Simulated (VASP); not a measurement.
Computed with PBE GGA, VASP's PBE PAW potentials (set 64) (plane waves; VASP).

VASP ran on this input.

INCAR:
```
SYSTEM  =  Al3GaAs4
ALGO  =  Normal   # blocked Davidson
LCHARG  =  F
LASPH  =  T   # aspherical one-centre terms
LWAVE  =  F
ISMEAR  =  0
ICHARG  =  11   # fixed density
ENCUT  =  400   # plane-wave cut-off (eV)
LMAXMIX  =  4
LREAL  =  F
NELM  =  100
EDIFF  =  1E-6   # SCF stop (eV)
PREC  =  Accurate
SIGMA  =  0.05
GGA  =  PE
```

POSCAR:
```
Al3GaAs4
1.0
  5.7362598503   0.0000000000   0.0000000000
  0.0000000000   5.7362598503   0.0000000000
  0.0000000000   0.0000000000   5.7362598503
Ga As Al
1 4 3
Direct
  1.0000000000   1.0000000000   1.0000000000
  0.2507920080   0.2507920080   0.2507920080
  0.7492079920   0.7492079920   0.2507920080
  0.7492079920   0.2507920080   0.7492079920
  0.2507920080   0.7492079920   0.7492079920
  0.5000000000   0.5000000000   1.0000000000
  0.5000000000   1.0000000000   0.5000000000
  1.0000000000   0.5000000000   0.5000000000
```

### KPOINTS
```
k-points along high-symmetry lines
15
Line-mode
Reciprocal
  0.000000   0.000000   0.000000 ! GAMMA
  0.000000   0.500000   0.000000 ! X

  0.000000   0.500000   0.000000 ! X
  0.500000   0.500000   0.000000 ! M

  0.500000   0.500000   0.000000 ! M
  0.000000   0.000000   0.000000 ! GAMMA

  0.000000   0.000000   0.000000 ! GAMMA
  0.500000   0.500000   0.500000 ! R

  0.500000   0.500000   0.500000 ! R
  0.000000   0.500000   0.000000 ! X

  0.500000   0.500000   0.500000 ! R
  0.500000   0.500000   0.000000 ! M
```

POTCAR, in this order: Ga_d As Al (PBE.64 set). Program: vasp_std. Read from the step before: CHGCAR.

The resulting files:

**OSZICAR**
```
       N       E                     dE             d eps       ncg     rms          rms(c)
DAV:   1     0.202270076381E+03    0.20227E+03   -0.15172E+04  4832   0.130E+03
DAV:   2    -0.869838955383E+01   -0.21097E+03   -0.20524E+03  5328   0.272E+02
DAV:   3    -0.338402420734E+02   -0.25142E+02   -0.24048E+02  5824   0.897E+01
DAV:   4    -0.347536838190E+02   -0.91344E+00   -0.90885E+00  5686   0.177E+01
DAV:   5    -0.347776539001E+02   -0.23970E-01   -0.23937E-01  6708   0.276E+00
DAV:   6    -0.347784622535E+02   -0.80835E-03   -0.80825E-03  6798   0.461E-01
DAV:   7    -0.347784724893E+02   -0.10236E-04   -0.10235E-04  6688   0.563E-02
DAV:   8    -0.347784727686E+02   -0.27933E-06   -0.27910E-06  5684   0.924E-03
   1 F= -.34778473E+02 E0= -.34778473E+02  d E =-.130480E-10
```

### OUTCAR
```
 val. band max:        3.5380193094   @ k =   0.0000   0.0000   0.0000

 cond. band min:       4.5617455074   @ k =   0.5000   0.5000   0.5000



 k-point     1 :       0.0000    0.0000    0.0000
  band No.  band energies     occupation
      1     -10.9180      2.00000
      2     -10.9180      2.00000
      3     -10.9180      2.00000
      4     -10.8521      2.00000
      5     -10.8521      2.00000
      6      -8.2929      2.00000
      7      -6.3285      2.00000
      8      -6.3285      2.00000
      9      -6.3285      2.00000
     10      -2.5560      2.00000
     11      -1.8358      2.00000
     12      -1.8358      2.00000
     13       1.3524      2.00000
     14       1.3524      2.00000
     15       1.3524      2.00000
     16       1.3567      2.00000
     17       1.3567      2.00000
     18       1.3567      2.00000
     19       3.5380      2.00000
     20       3.5380      2.00000
     21       3.5380      2.00000
     22       4.6944      0.00000
     23       5.0738      0.00000
     24       5.0738      0.00000
     25       5.0738      0.00000
     26       5.4447      0.00000

 k-point     2 :       0.0000    0.0357    0.0000
  band No.  band energies     occupation
      1     -10.9180      2.00000
      2     -10.9180      2.00000
      3     -10.9180      2.00000
      4     -10.8521      2.00000
      5     -10.8521      2.00000
      6      -8.2887      2.00000
      7      -6.3391      2.00000
      8      -6.3281      2.00000
      9      -6.3281      2.00000
     10      -2.5486      2.00000
     11      -1.8329      2.00000
     12      -1.8247      2.00000
     13       1.3402      2.00000
     14       1.3424      2.00000
     15       1.3443      2.00000
     16       1.3443      2.00000
     17       1.3593      2.00000
     18       1.3593      2.00000
     19       3.4707      2.00000
     20       3.5257      2.00000
     21       3.5257      2.00000
     22       4.7474      0.00000
     23       5.0858      0.00000
...
```

The density is held fixed in this step, so its total energy and stress have no physical meaning.

The structure was generated: Al3GaAs4 was put into an ordered model structure (P-43m), which need not be its known phase. It was relaxed first.
